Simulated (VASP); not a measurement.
```yaml
crystal:
  lattice:
    - [5.42182, 0.00000, 0.00000]
    - [0.00000, 5.42182, 0.00000]
    - [0.00000, 0.00000, 5.42182]
  atoms:
    - { symbol: Na, position: [0.00000, 0.00000, 0.00000] }
    - { symbol: Sr, position: [0.50000, 0.50000, 0.50000] }
    - { symbol: Cl, position: [0.00000, 0.50000, 0.50000] }
    - { symbol: Cl, position: [0.50000, 0.50000, 0.00000] }
    - { symbol: Cl, position: [0.50000, 0.00000, 0.50000] }
```

The base run (VASP): PBE GGA, plane waves, VASP's PBE PAW potentials (set 64). Run with 400 eV cut-off, 4×4×4 Γ-centred mesh, Gaussian smearing of 0.050 eV, potentials Na_pv Sr_sv Cl.

One setting is varied; ΔE counts from the base run. The base run took about 10 core-seconds. Costs are core time on shared hosts, one run each; read them as rough ratios.

Pressures at a finite cut-off, here 400 eV, hold a Pulay part, which wasn't tested here.

| setting | cost over the base run | electronic steps | ΔE (meV/atom) | pressure (GPa) |
|---|---|---|---|---|
| base run | reference | 14 | 0.0 | 3.51 |
| SYMPREC = 1E-3 | within a factor of 2 | 14 | 0.0 | 3.51 |
| ISYM = 1 | within a factor of 2 | 14 | 0.0 | 3.51 |
| ISYM = 0 | about 3 times | 14 | 0.0 | 3.51 |
| ISYM = -1 | about 5 times | 14 | 0.0 | 3.51 |

Left out are runs that failed, have no time on record or changed the cell.

The structure was generated: NaSrCl3 was put into the cubic-perovskite type (Pm-3m), which need not be its known phase. The cell was not relaxed at this level.
